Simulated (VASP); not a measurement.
Method: PBE GGA, VASP's PBE PAW potentials (set 64) (plane waves; VASP 6.6.1).

VASP input:

**INCAR**
```
ALGO=Normal
EDIFF=1E-6
ENCUT=400
GGA=PE
ISIF=2
ISMEAR=-5
LASPH=T
LCHARG=F
LMAXMIX=4
LREAL=F
LWAVE=F
NELM=100
PREC=Accurate
SYSTEM=SrCl2
```

KPOINTS:
```
kpoints
0
gamma
 5 5 5
```

### POSCAR
```
SrCl2
1
    0.0000000000     3.5598000000     3.5598000000
    3.5598000000     0.0000000000     3.5598000000
    3.5598000000     3.5598000000     0.0000000000
Sr Cl
1 2
Direct
  0.0000000000   0.0000000000   0.0000000000
  0.2500000000   0.2500000000   0.2500000000
  0.7500000000   0.7500000000   0.7500000000
```

POTCAR, in this order: Sr_sv Cl (PBE.64 set). Program: vasp_std.

Output

### OSZICAR
```
       N       E                     dE             d eps       ncg     rms          rms(c)
DAV:   1     0.127574349684E+03    0.12757E+03   -0.98157E+03   320   0.108E+03
DAV:   2    -0.552659451585E+01   -0.13310E+03   -0.13158E+03   424   0.224E+02
DAV:   3    -0.129111904629E+02   -0.73846E+01   -0.73786E+01   480   0.578E+01
DAV:   4    -0.130841180688E+02   -0.17293E+00   -0.17290E+00   544   0.778E+00
DAV:   5    -0.130861992855E+02   -0.20812E-02   -0.20811E-02   472   0.796E-01    0.114E+01
DAV:   6    -0.127630343269E+02    0.32316E+00   -0.87514E-01   440   0.522E+00    0.753E+00
DAV:   7    -0.127702821224E+02   -0.72478E-02   -0.44937E-01   464   0.402E+00    0.219E+00
DAV:   8    -0.127783284555E+02   -0.80463E-02   -0.59727E-02   400   0.147E+00    0.319E-01
DAV:   9    -0.127798223081E+02   -0.14939E-02   -0.31572E-03   440   0.323E-01    0.116E-01
DAV:  10    -0.127811654237E+02   -0.13431E-02   -0.11650E-03   376   0.222E-01    0.295E-02
DAV:  11    -0.127812474989E+02   -0.82075E-04   -0.90179E-05   488   0.560E-02    0.360E-02
DAV:  12    -0.127812598821E+02   -0.12383E-04   -0.12933E-05   408   0.209E-02    0.113E-02
DAV:  13    -0.127812627889E+02   -0.29068E-05   -0.85497E-06   416   0.154E-02    0.316E-03
DAV:  14    -0.127812626448E+02    0.14414E-06   -0.34178E-07   344   0.402E-03
   1 F= -.12781263E+02 E0= -.12781263E+02  d E =0.000000E+00
```

**OUTCAR**
```
------------------------ aborting loop because EDIFF is reached ----------------------------------------
  FORCE on cell =-STRESS in cart. coord.  units (eV):
  Direction    XX          YY          ZZ          XY          YZ          ZX
  --------------------------------------------------------------------------------------
  Total       -0.5630393     -0.5630393     -0.5630393     -0.0000000     -0.0000000      0.0000000
  in kB       -9.9986768     -9.9986768     -9.9986768     -0.0000000     -0.0000000      0.0000000
  external PRESSURE =      -9.9986768 kB  Pullay stress =       0.0000000 kB
  volume of cell :       90.22
      direct lattice vectors                 reciprocal lattice vectors
     0.000000000  3.559800000  3.559800000    -0.140457329  0.140457329  0.140457329
     3.559800000  0.000000000  3.559800000     0.140457329 -0.140457329  0.140457329
     3.559800000  3.559800000  0.000000000     0.140457329  0.140457329 -0.140457329
 POSITION                                       TOTAL-FORCE (eV/Angst)
 -----------------------------------------------------------------------------------
      0.00000      0.00000      0.00000        -0.000000     -0.000000     -0.000000
      1.77990      1.77990      1.77990        -0.000000      0.000000      0.000000
      5.33970      5.33970      5.33970         0.000000     -0.000000     -0.000000
 -----------------------------------------------------------------------------------
    total drift:                                0.000000      0.000000      0.000000
  FREE ENERGIE OF THE ION-ELECTRON SYSTEM (eV)
  ---------------------------------------------------
  free  energy   TOTEN  =       -12.7812626448 eV

  energy  without entropy=      -12.7812626448  energy(sigma->0) =      -12.78126264
```
(Selected blocks of OUTCAR.)

### OUTCAR
```
 val. band max:       -0.2923239574   @ k =  -0.4000   0.4000   0.0000

 cond. band min:       4.8720378439   @ k =   0.0000   0.0000   0.0000


 Fermi energy:        -0.2566624526

 k-point     1 :       0.0000    0.0000    0.0000
  band No.  band energies     occupation
      1     -33.3262      2.00000
      2     -15.2908      2.00000
      3     -15.2908      2.00000
      4     -15.2908      2.00000
      5     -13.3574      2.00000
      6     -12.6249      2.00000
      7      -2.1541      2.00000
      8      -2.1541      2.00000
      9      -2.1541      2.00000
     10      -0.5437      2.00000
     11      -0.5437      2.00000
     12      -0.5437      2.00000
     13       4.8720      0.00000
     14       5.8724      0.00000
     15       5.8724      0.00000
     16       8.6980      0.00000

 k-point     2 :       0.2000    0.0000    0.0000
  band No.  band energies     occupation
      1     -33.3255      2.00000
      2     -15.3656      2.00000
      3     -15.2943      2.00000
      4     -15.2943      2.00000
      5     -13.2071      2.00000
      6     -12.6912      2.00000
      7      -2.0243      2.00000
      8      -2.0243      2.00000
      9      -1.9346      2.00000
     10      -0.9296      2.00000
     11      -0.7297      2.00000
     12      -0.7297      2.00000
     13       5.6481      0.00000
     14       6.1118      0.00000
     15       6.1118      0.00000
     16       7.5143      0.00000

 k-point     3 :       0.4000    0.0000    0.0000
  band No.  band energies     occupation
      1     -33.3243      2.00000
      2     -15.4672      2.00000
      3     -15.2999      2.00000
      4     -15.2999      2.00000
      5     -13.0243      2.00000
      6     -12.7490      2.00000
      7      -1.7237      2.00000
      8      -1.7237      2.00000
      9      -1.6241      2.00000
     10      -1.4133      2.00000
     11      -1.1003      2.00000
     12      -1.1003      2.00000
     13       6.3878      0.00000
...
```

The compound is SrCl2 in the fluorite structure. The cell was not relaxed at this level. The run is one of a series of settings (ISMEAR = -5, SIGMA removed against the base run), some of them coarse on purpose.
